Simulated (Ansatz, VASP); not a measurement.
# AlNi in two plane-wave programs, part 2 of 2

Aim: how closely do two programs agree when they are given the same cell, functional and k mesh? The cell is taken from a series of runs on this material, whose earlier steps may have relaxed, scaled, displaced or heated it; both programs get it as it stands.

VASP 6.6.1 and Ansatz 0.2.0.

So far: The starting structure; VASP: zone-centre phonons, LDA.

**3. Ansatz: zone-centre phonons, LDA**

Level of this step: Ansatz beside VASP: Kohn-Sham DFT, plane waves, LDA (Ansatz).

Ansatz runs on its PAW soft_1 files.

The same cell, functional (in two slightly different forms), mesh and smearing now go to Ansatz, which takes its cutoff from its data sets.

The input, input.yaml:

```yaml
crystal:
  lattice:
    - [2.8534568691, 0.0, 0.0]
    - [0.0, 2.8534568691, 0.0]
    - [0.0, 0.0, 2.7752782844]
  atoms:
    - { symbol: Al, position: [0.0, 0.0, 0.0] }
    - { symbol: Ni, position: [0.5, 0.5, 0.5] }
kpoints:
  mp_grid: { grid: [16, 16, 16] }
hamiltonian:
  xc: lda
  pseudopotentials: { kind: paw, azcp: { folder: soft_1 }, xc_functional: pbe }
scf:
  occupations: { method: methfessel_paxton, width: 0.2 }
output:
  eigenvalues: true
phonons:
  method: dfpt
```

On the command line:

```sh
$ ansatz run input.yaml --threads 4 --pin off --max-ram 10240MiB --backend cpu --events-out ev --progress --plain --runs-dir out
```

Numbers of over 12 decimals in the logs are rounded to 6 here.

Output:

```text
zone centre: on kpoints.mp_grid the ground state, and the responses unless they are solved on pairs of k-points, stand on 729 of the mesh's 4096 k-points, reduced under 8 symmetry operations, with k and −k counted as one. Each operation leaves every solved displacement unchanged or reverses it
Engine: ansatz 0.2.0, x86_64-unknown-linux-gnu
Pseudopotentials: kind: paw
Pseudopotential: Al, paw, valence charge 3, recommended cutoff 420 eV (normal), soft_1/Al.paw.azcp
Pseudopotential: Ni, paw, valence charge 18, recommended cutoff 420 eV (normal), soft_1/Ni.paw.azcp
Functional definition: SPW92
  exchange = slater_x
  correlation = pw_c
Crystal: 2 atoms, lattice volume = 22.597 Å³
Basis set: ecut = 420 eV, 461 PW (Γ), exchange–correlation on 40×40×40 points (8 copies of the dense FFT grid, shifted against one another)
Bands: 15, of which v1, the nominal top of the filled ones, is band 11 counted from 1 (10 counted from 0)
Symmetry: 16 space group operations
k-points: 729 of 4096 (irreducible under 8 space group operations)
Non-local potential: Al, projectors of the file, l = 0: 2, l = 1: 2, l = 2: 1
Non-local potential: Ni, projectors of the file, l = 0: 3, l = 1: 2, l = 2: 3, l = 3: 1
PAW form: soft (Blöchl's): semilocal exchange-correlation on the pseudo side does not see the compensation charge
PAW frozen core: Al, regenerated for the run's functional, and the local potential with it (the file was generated under x = pbe(κ = 0.804, μ = 0.219515), c = pbe(β = 0.066725))
PAW frozen core: Ni, regenerated for the run's functional, and the local potential with it (the file was generated under x = pbe(κ = 0.804, μ = 0.219515), c = pbe(β = 0.066725))
PAW one-centre angular grid: Al, 110 points (default); XC on 64 Gauss nodes
PAW one-centre angular grid: Ni, 590 points (default); XC on 64 Gauss nodes
Initial density: superposition of atomic densities (chi_scale 0.1, normalization cell, long waves kept (reshape's long-wave potential 0.00 eV rms))
Initial wavefunctions: pseudopotential atomic-orbital guess
Functional: x = slater, c = lda
SCF iter   1: F=—  HF=-6288.049892 eV  |F-HF|=—  |Δ(HF+E_count)|=         —  Δρ=7.19e-2  dr2=1.26e0  ethr=3.10e-3  ⟨swp⟩=4.0  Hψ=48523  notcnv=0
preconditioner: auto → none  [metal: Δε(μ)=0.028 eV  Ē_g=10.542 eV  σ=0.200 eV  W_gap=0.12  n_scr=6 (ndim 8)  ℏωp=28.2 eV  f_vac=0.000  D(μ)=0.63/eV (n_scr^D=4)  sad-step TF]
SCF iter   2: F=—  HF=-6287.878308 eV  |F-HF|=—  |Δ(HF+E_count)|=   1.72e-1  S|Δr|=    0.00e0  Δρ=5.69e-2  dr2=8.11e-1  ethr=3.10e-3  ⟨swp⟩=2.0  Hψ=19495  notcnv=0  defer=160
SCF iter   3: F=—  HF=-6287.681718 eV  |F-HF|=—  |Δ(HF+E_count)|=   1.97e-1  S|Δr|=    0.00e0  Δρ=1.60e-2  dr2=5.97e-2  ethr=3.10e-3  ⟨swp⟩=2.0  Hψ=13894  notcnv=0  defer=160
SCF iter   4: F=—  HF=-6287.670186 eV  |F-HF|=—  |Δ(HF+E_count)|=   1.15e-2  S|Δr|=    0.00e0  Δρ=4.22e-3  dr2=2.19e-3  ethr=2.84e-4  ⟨swp⟩=1.4  Hψ=17095  notcnv=0  defer=149
SCF iter   5: F=—  HF=-6287.670227 eV  |F-HF|=—  |Δ(HF+E_count)|=   4.05e-5  S|Δr|=    0.00e0  Δρ=1.78e-3  dr2=3.35e-4  ethr=1.04e-5  ⟨swp⟩=2.2  Hψ=15329  notcnv=0  defer=149
SCF iter   6: F=—  HF=-6287.670132 eV  |F-HF|=—  |Δ(HF+E_count)|=   9.52e-5  S|Δr|=    0.00e0  Δρ=4.62e-4  dr2=2.38e-5  ethr=1.60e-6  ⟨swp⟩=2.3  Hψ=15919  notcnv=0  defer=149
SCF iter   7: F=—  HF=-6287.670125 eV  |F-HF|=—  |Δ(HF+E_count)|=   6.68e-6  S|Δr|=    0.00e0  Δρ=5.91e-5  dr2=4.04e-7  ethr=1.13e-7  ⟨swp⟩=2.2  Hψ=15038  notcnv=0  defer=149
SCF iter   8: F=—  HF=-6287.670141 eV  |F-HF|=—  |Δ(HF+E_count)|=   1.64e-5  S|Δr|=    0.00e0  Δρ=4.16e-6  dr2=2.20e-9  ethr=1.92e-9  ⟨swp⟩=2.2  Hψ=15284  notcnv=0  defer=149
SCF iter   9: F=-6287.670141 eV  HF=-6287.670141 eV  |F-HF|=7.28e-12  |Δ(HF+E_count)|=  3.57e-10  S|Δr|=    0.00e0  Δρ=2.39e-7  dr2=7.39e-12  ethr=1.00e-12  ⟨swp⟩=5.2  Hψ=56222  notcnv=0
SCF 1 converged in 9 iterations: F = -6287.670141 eV  dr2 = 7.39e-12
  greatest PAW one-centre occupation: 1.001 electrons in one spin orbital (limit 2), on the Ni atom at site 1 (counted from 0), in its partial waves of l = 1
DFPT response loops at Γ: preconditioner auto → Kerker (q_TF=auto, 2.695 Å⁻¹) (partly filled bands, converged f_vac=0.000); β = 1.00, the filter's whole step (`scf.mixing.beta` (0.50) is not read by the response loops under this deck's `scf.mixing.preconditioner`; to damp them name `kerker` or `kerker_dos`, under which they read `scf.mixing.beta`, and type it under 1.00, their step now; both keys bind the ground state too); Broyden in place of MSR1
SCF converged after 9 iterations
Stability not checked: this state was not tested for a lower state beside it, because cold or Methfessel-Paxton smearing, or corrected tetrahedra, fill the levels in a way that the test cannot read (fill_not_monotonic; see scf.lower_state_search)
Free energy (F): -6287.670141 eV
Harris-Foulkes:  -6287.670141 eV  (|F-HF|=7.28e-12)
Internal energy: -6287.670225 eV  (E = F + TS)
E sigma→0 (E₀):  -6287.670162 eV
Entropy (-TS):   0.000084 eV (0.042 meV/atom)
Fermi energy:    14.518881 eV
--- Per-component energies (eV) ---
  E_band       = -324.641445
  E_kinetic    = 371.160251
  E_local      = -3673.632443  (includes V_loc(G=0)·N_el)
  E_nonlocal   = -101.775713
  E_hartree    = 1932.517379
  E_xc         = -152.526082
  E_vxc        = -178.811400  (∫ρ·V_xc dr)
  E_paw        = -2037.638313  (= ΣΔE_a)
  E_vpaw       = -606.617497  (= ΣTr[D̂ρ^β])
  E_aug_tail   = 0.000811  (compensation charges beyond the density's cutoff)
  E_ewald      = -2626.265953
  E_core_change = 0.489838  (= ΣΔE_core)
  E_smearing   = 0.000084  (= −TS)
  E_closure    = -0.000000  (closes the sum)
  Σ components = -6287.670141   (vs F -6287.670141, Δ=0.00e0)
--- Band table (eV; the first three rows and the last of 729) ---
  k-point 0: bands = [... 7 lower, 12.7878, 12.8800, 12.8800, 19.8702, 19.8702, 20.9114, 22.7710, 22.9534]
  k-point 1: bands = [... 7 lower, 12.7922, 12.8411, 12.8411, 19.9740, 19.9740, 19.9776, 22.7746, 23.7501]
  k-point 2: bands = [... 7 lower, 12.7341, 12.7341, 12.8048, 18.4650, 20.2764, 20.2764, 22.7853, 24.8477]
  k-point 728: bands = [... 7 lower, 13.4189, 13.4950, 16.4433, 16.4433, 16.5047, 18.6215, 19.0670, 19.3785]
--- Phonons (Γ-DFPT): 4 representative perturbations + reference, on 729 of 4096 k-points (Σ response iterations 12) ---
  k mesh reduced under 8 symmetry operations, with k and −k counted as one. Each operation leaves every solved displacement unchanged or reverses it
  ASR residual: 1.368e-4 → 0.000e0 eV/Å²; symmetrization residual: 9.645e-7 eV/Å²
  ASR residual per site (eV/Å²): 1.31e-5 1.37e-4
  Γ frequencies (cm⁻¹): 0.00 0.00 0.00 308.80 310.66 310.66
  non-analytic LO–TO correction: not included (Born effective charges unavailable; polar crystals: no LO–TO splitting at Γ)
```

In the SCF lines HF is the Harris–Foulkes energy and dr2 the Hartree energy of the density residual, in eV; the loop may stop once dr2 is under the threshold and the program's other checks hold. Hψ counts applications of the Hamiltonian.

**4. Differences**

Known differences besides the potentials themselves: the data sets hold 21 valence electrons in Ansatz (on its PAW soft_1 files) and 13 in VASP; the cutoff is 420 eV in Ansatz and 600 eV in VASP; VASP's log shows a relativistic correction to its local exchange, Ansatz's none. Total energies have different zeros and are not compared.

Both answers:

| quantity | Ansatz | VASP | difference |
| --- | --- | --- | --- |
| optical mode 1 (cm⁻¹) | 308.8 | 310.6 | -0.57 % |
| optical mode 2 to 3 (cm⁻¹) | 310.7 | 312.8 | -0.68 % |

Modes are paired by rising frequency, not by their patterns, so a pair may set unlike modes beside each other; they are those without the splitting of longitudinal modes.

**5. Summary of results**

```
r.m.s. difference of the optical zone-centre modes, each program's sorted by frequency (zone-centre phonons, LDA) : 2.0 cm⁻¹
difference in optical mode 2 to 3 (zone-centre phonons, LDA)                                                      : -0.7 %
```

In words: The r.m.s. difference of the optical zone-centre modes, each program's sorted by frequency is 2.0 cm⁻¹ (zone-centre phonons, LDA). The data sets hold unlike numbers of valence electrons (21 in Ansatz and 13 in VASP), so part of the differences comes from the potentials. Among the rows given in per cent, the largest difference of the zone-centre phonons, LDA pair is in optical mode 2 to 3, -0.7 %. How closely two codes agree says nothing of how well the functional describes the real material.

[Lines on the potential files, build, host, timing and source positions are cut from VASP's logs without a mark.]

[Logs are printed without paths, hosts, clocks, repeated set-up lines and the standing remarks that a program may print on its own settings, such as how far it seeks lower states.]

[Hosts, paths, dates, database ids (printed as entryN), source tags and the programs' standing remarks are cut or masked in the printed files.]
